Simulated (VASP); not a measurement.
CsPbCl3 (cubic perovskite):

```
CsPbCl3
1.0
    5.61000     0.00000     0.00000
    0.00000     5.61000     0.00000
    0.00000     0.00000     5.61000
Cs Pb Cl
1 1 3
Direct
  0.00000   0.00000   0.00000
  0.50000   0.50000   0.50000
  0.50000   0.00000   0.50000
  0.00000   0.50000   0.50000
  0.50000   0.50000   0.00000
```

The highest filled band near R, direction [111], from PBE with spin-orbit coupling in VASP (PAW); its two spin partners are averaged. The gap over the points computed is 0.88 eV, and the next band on that side lies 2.21 eV away at the edge.

Run with 400 eV cut-off, 5×5×5 Γ-centred mesh, Gaussian smearing of 0.050 eV, potentials Cs_sv Pb_d Cl.

| distance from the edge in k (1/Å) | distance in energy (meV) |
|---|---|
| 0.012 | 3.7 |
| 0.018 | 8.3 |
| 0.025 | 15.8 |
| 0.035 | 30.6 |
| 0.050 | 60.9 |
| 0.070 | 114.3 |

Q: Fit E(1 + αE) = ħ²k²/2m* (ħ²/2m0 = 3.810 eV Å²) and predict the row at 0.095 1/Å.

A: Least squares on the energies gives the hole mass m* = 0.149 m0 and α = 0.87 per eV, and so 197.5 meV. The run gave 197.8 meV, +0.3 meV from the fit.

Left out are points under 3 meV from the edge, since the levels carry 0.1 meV, and points farther than half the way to the next band.

The compound is CsPbCl3 in the cubic perovskite structure, the ideal cubic form; the compound distorts at low or room temperature. The cell was not relaxed at this level.
